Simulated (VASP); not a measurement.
Input of a VASP 6.6.1 run:

File INCAR:

```
SYSTEM = CsSrF3
PREC = Accurate ; ENCUT = 520
EDIFF = 1E-6 ; ISMEAR = 0
SIGMA = 0.05 ; LREAL = .FALSE.
LASPH = .TRUE. ; NELM = 100
ALGO = Fast ; ISIF = 2
LWAVE = .FALSE. ; LCHARG = .FALSE.
NBANDS = 28
```

Contents of KPOINTS:

```
Automatic mesh
0
G
  6 6 6
  0 0 0
```

File POSCAR:

```
CsSrF3
1.0
    4.5518951029     -0.3660535110      0.5687014509
   -0.3660535110      4.3529234176      0.3185418056
    0.5687014509      0.3185418056      5.0400113227
Cs Sr F
1 1 3
Direct
    0.0003756002     -0.0006188899     -0.0013796585
    0.4986807421      0.5012034533      0.4991639182
   -0.0026698205      0.4982732864      0.5014720330
    0.4996234211      0.0010422914      0.4999851439
    0.5039900569      0.5000998587      0.0007585635
```

Potentials or basis: VASP PAW LDA potentials, release 64 (Cs_sv, Sr_sv, F).

Command:

```sh
$ cat potpaw_LDA.64/Cs_sv/POTCAR potpaw_LDA.64/Sr_sv/POTCAR potpaw_LDA.64/F/POTCAR > POTCAR
$ mpirun -np 1 vasp_std > vasp.out
```

Estimate the pressure.

3.4 GPa.

Estimate the band gap on the k mesh.

5.87 eV, direct.

Forces on the atoms (eV/Å):
```
Cs  -0.003  0.015  0.008
Sr  -0.001 -0.020  0.001
F    0.043  0.007 -0.005
F   -0.005 -0.002  0.007
F   -0.034  0.000 -0.011
```

Caveat: spin-orbit coupling is left out, which moves the levels of the heavy elements. A k mesh can miss the band edges.
